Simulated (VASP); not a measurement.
Data:

```
Na2S
1.0
    0.00000     3.27634     3.27634
    3.27634     0.00000     3.27634
    3.27634     3.27634     0.00000
Na S
2 1
Direct
  0.25000   0.25000   0.25000
  0.75000   0.75000   0.75000
  0.00000   0.00000   0.00000
```

Calculation: vdW-DF-cx, VASP's PBE PAW potentials (set 64) (plane waves; VASP). Settings: 520 eV cut-off, Gaussian smearing of 0.050 eV, potentials Na_pv S.

Problem. Give the energies of bands 8 to 13 at the high-symmetry points, in eV from the valence-band maximum.

Solution. 
| band | Γ | X | U | L | W |
|---|---|---|---|---|---|
| 8 | 0.00 | -1.44 | -1.20 | -1.62 | -1.00 |
| 9 | 0.00 | -0.45 | -0.92 | -0.13 | -1.00 |
| 10 | 0.00 | -0.45 | -0.35 | -0.13 | -0.58 |
| 11 | 2.50 | 3.77 | 4.48 | 4.87 | 4.74 |
| 12 | 7.79 | 6.12 | 6.50 | 6.39 | 7.26 |
| 13 | 7.79 | 8.52 | 7.93 | 7.13 | 7.31 |

The gap is direct, 2.50 eV, from the valence maximum at Γ to the conduction minimum at Γ.

The compound is Na2S in the antifluorite structure. It was relaxed first.
